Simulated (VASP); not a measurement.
Output of a VASP run:

### OUTCAR
```
 ion  position               nearest neighbor table
   1  0.000  0.000  0.000-   4 1.78   5 1.78   4 1.78   5 1.78   3 1.85   6 1.85
   2  0.500  0.500  0.500-   3 1.78   6 1.78   3 1.78   6 1.78   5 1.85   4 1.85
   3  0.307  0.307  0.000-   2 1.78   2 1.78   1 1.85
   4  0.807  0.193  0.500-   1 1.78   1 1.78   2 1.85
   5  0.193  0.807  0.500-   1 1.78   1 1.78   2 1.85
   6  0.693  0.693  0.000-   2 1.78   2 1.78   1 1.85
  LATTYP: Found a simple tetragonal cell.
 ALAT       =     4.2577280202
 C/A-ratio  =     0.6336384704
 Subroutine PRICEL returns:
 Original cell was already a primitive cell.
 Subroutine GETGRP returns: Found 16 space group operations
The static configuration has the point symmetry D_2h.
 The point group associated with its full space group is D_4h.
The dynamic configuration has the point symmetry D_2h.
 Subroutine INISYM returns: Found 16 space group operations
 Subroutine IBZKPT returns following result:
 Found     30 irreducible k-points:

 Following reciprocal coordinates:
            Coordinates               Weight
  0.000000  0.000000  0.000000      1.000000
  0.200000  0.000000  0.000000      4.000000
  0.400000  0.000000  0.000000      4.000000
  0.200000  0.200000  0.000000      4.000000
  0.400000  0.200000  0.000000      8.000000
  0.400000  0.400000  0.000000      4.000000
  0.000000  0.000000  0.125000      2.000000
  0.200000  0.000000  0.125000      8.000000
  0.400000  0.000000  0.125000      8.000000
  0.200000  0.200000  0.125000      8.000000
  0.400000  0.200000  0.125000     16.000000
  0.400000  0.400000  0.125000      8.000000
  0.000000  0.000000  0.250000      2.000000
  0.200000  0.000000  0.250000      8.000000
  0.400000  0.000000  0.250000      8.000000
  0.200000  0.200000  0.250000      8.000000
  0.400000  0.200000  0.250000     16.000000
  0.400000  0.400000  0.250000      8.000000
  0.000000  0.000000  0.375000      2.000000
  0.200000  0.000000  0.375000      8.000000
  0.400000  0.000000  0.375000      8.000000
  0.200000  0.200000  0.375000      8.000000
  0.400000  0.200000  0.375000     16.000000
  0.400000  0.400000  0.375000      8.000000
  0.000000  0.000000  0.500000      1.000000
  0.200000  0.000000  0.500000      4.000000
  0.400000  0.000000  0.500000      4.000000
  0.200000  0.200000  0.500000      4.000000
  0.400000  0.200000  0.500000      8.000000
  0.400000  0.400000  0.500000      4.000000
   k-points           NKPTS =     30   k-points in BZ     NKDIM =     30   number of bands    NBANDS=     20
   number of dos      NEDOS =    301   number of ions     NIONS =      6
   total plane-waves  NPLWV =  20480
   dimension x,y,z NGX =    32 NGY =   32 NGZ =   20
   dimension x,y,z NGXF=    64 NGYF=   64 NGZF=   40
   ions per type =               2   4
   PREC   = accura    normal or accurate (medium, high low for compatibility)
   ISTART =      0    job   : 0-new  1-cont  2-samecut
   ICHARG =      2    charge: 1-file 2-atom 10-const
   ISPIN  =      1    spin polarized calculation?
   LNONCOLLINEAR =      F non collinear calculations
   LSORBIT =      F    spin-orbit coupling
   INIWAV =      1    electr: 0-lowe 1-rand  2-diag
   ENCUT  =  520.0 eV  38.22 Ry    6.18 a.u.   7.92  7.92  5.02*2*pi/ulx,y,z
   NELM   =    100;   NELMIN=  2; NELMDL= -5     # of ELM steps
   EDIFF  = 0.1E-06   stopping-criterion for ELM
   LREAL  =      F    real-space projection
   NLSPLINE    = F    spline interpolate recip. space projectors
   LMAXMIX     =    2 max onsite mixed and CHGCAR
   VOSKOWN=      0    Vosko Wilk Nusair interpolation
   EDIFFG = -.1E-01   stopping-criterion for IOM
   NSW    =     30    number of steps for IOM
   NBLOCK =      1;   KBLOCK =     30    inner block; outer block
   IBRION =      2    ionic relax: 0-MD 1-quasi-New 2-CG
   NFREE  =      1    steps in history (QN), initial steepest desc. (CG)
   ISIF   =      4    stress and relaxation
   ISYM   =      2    0-nonsym 1-usesym 2-fastsym
   TEIN   =    0.0    initial temperature
...
```

File OSZICAR:
```
       N       E                     dE             d eps       ncg     rms          rms(c)
DAV:   1     0.164476983864E+03    0.16448E+03   -0.18242E+04  1208   0.153E+03
DAV:   2    -0.415850336679E+02   -0.20606E+03   -0.19751E+03  1608   0.320E+02
DAV:   3    -0.486270382421E+02   -0.70420E+01   -0.70172E+01  1440   0.629E+01
DAV:   4    -0.486840549966E+02   -0.57017E-01   -0.56952E-01  1416   0.648E+00
DAV:   5    -0.486847208648E+02   -0.66587E-03   -0.66578E-03  1400   0.677E-01    0.173E+01
DAV:   6    -0.441426561340E+02    0.45421E+01   -0.18202E+01  1340   0.301E+01    0.801E+00
DAV:   7    -0.441886855527E+02   -0.46029E-01   -0.50337E-01  1408   0.509E+00    0.300E+00
DAV:   8    -0.442156081038E+02   -0.26923E-01   -0.23094E-02  1340   0.151E+00    0.113E+00
DAV:   9    -0.442272441275E+02   -0.11636E-01   -0.13430E-02  1392   0.118E+00    0.313E-01
DAV:  10    -0.442277158996E+02   -0.47177E-03   -0.14600E-03  1408   0.321E-01    0.612E-02
DAV:  11    -0.442276489326E+02    0.66967E-04   -0.32627E-04  1372   0.136E-01    0.718E-03
DAV:  12    -0.442276534101E+02   -0.44775E-05   -0.14086E-05  1384   0.300E-02    0.753E-03
DAV:  13    -0.442276533741E+02    0.36006E-07   -0.22342E-06  1400   0.117E-02    0.413E-03
DAV:  14    -0.442276534847E+02   -0.11062E-06   -0.14564E-07   992   0.331E-03    0.141E-03
DAV:  15    -0.442276535044E+02   -0.19714E-07   -0.21681E-08   740   0.116E-03
   1 F= -.44227654E+02 E0= -.44227654E+02  d E =-.442277E+02
```

### OUTCAR
```
------------------------ aborting loop because EDIFF is reached ----------------------------------------
  FORCE on cell =-STRESS in cart. coord.  units (eV):
  Direction    XX          YY          ZZ          XY          YZ          ZX
  --------------------------------------------------------------------------------------
  Total        0.0108743      0.0108743      0.0644984      0.0000000      0.0000000      0.0000000
  in kB        0.3562352      0.3562352      2.1129265      0.0000000      0.0000000      0.0000000
  external PRESSURE =       0.9417990 kB  Pullay stress =       0.0000000 kB
  volume of cell :       48.91
      direct lattice vectors                 reciprocal lattice vectors
     4.257728020  0.000000000  0.000000000     0.234867045  0.000000000  0.000000000
     0.000000000  4.257728020  0.000000000     0.000000000  0.234867045  0.000000000
     0.000000000  0.000000000  2.697860270     0.000000000  0.000000000  0.370664119
 POSITION                                       TOTAL-FORCE (eV/Angst)
 -----------------------------------------------------------------------------------
      0.00000      0.00000      0.00000         0.000000      0.000000     -0.000000
      2.12886      2.12886      1.34893         0.000000      0.000000     -0.000000
      1.30834      1.30834      0.00000         0.005160      0.005160      0.000000
      3.43721      0.82052      1.34893         0.005160     -0.005160     -0.000000
      0.82052      3.43721      1.34893        -0.005160      0.005160      0.000000
      2.94939      2.94939      0.00000        -0.005160     -0.005160     -0.000000
 -----------------------------------------------------------------------------------
    total drift:                                0.000000     -0.000000      0.000000
  FREE ENERGIE OF THE ION-ELECTRON SYSTEM (eV)
  ---------------------------------------------------
  free  energy   TOTEN  =       -44.2276535044 eV

  energy  without entropy=      -44.2276535044  energy(sigma->0) =      -44.22765350

 reached required accuracy - stopping structural energy minimisation
```
(Selected blocks of OUTCAR.)

**POSCAR**
```
SiO2
1
    4.2577280202     0.0000000000     0.0000000000
    0.0000000000     4.2577280202     0.0000000000
    0.0000000000     0.0000000000     2.6978602703
Si O
2 4
Direct
  0.0000000000   0.0000000000   0.0000000000
  0.5000000000   0.5000000000   0.5000000000
  0.3072866017   0.3072866017   0.0000000000
  0.8072866017   0.1927133983   0.5000000000
  0.1927133983   0.8072866017   0.5000000000
  0.6927133983   0.6927133983   0.0000000000
```

Reconstruct the remaining input files.

One answer among several that fit: the input of the run itself, revPBE GGA, plane waves, VASP's PBE PAW potentials (set 64).

### KPOINTS
```
K-points
0
Gamma
  5 5 8
```

### INCAR
```
ALGO = Normal
EDIFF = 1E-7
EDIFFG = -0.01
ENCUT = 520
GGA = RE
IBRION = 2
ISIF = 4
ISMEAR = 0
LASPH = .True.
LCHARG = .False.
LREAL = .False.
LWAVE = .False.
NELM = 100
NSW = 30
PREC = Accurate
SIGMA = 0.05
SYSTEM = SiO2
```

POTCAR, in this order: Si O (PBE.64 set). Program: vasp_std.

The compound is SiO2 in the rutile structure, stishovite, a high-pressure form. It was relaxed first.
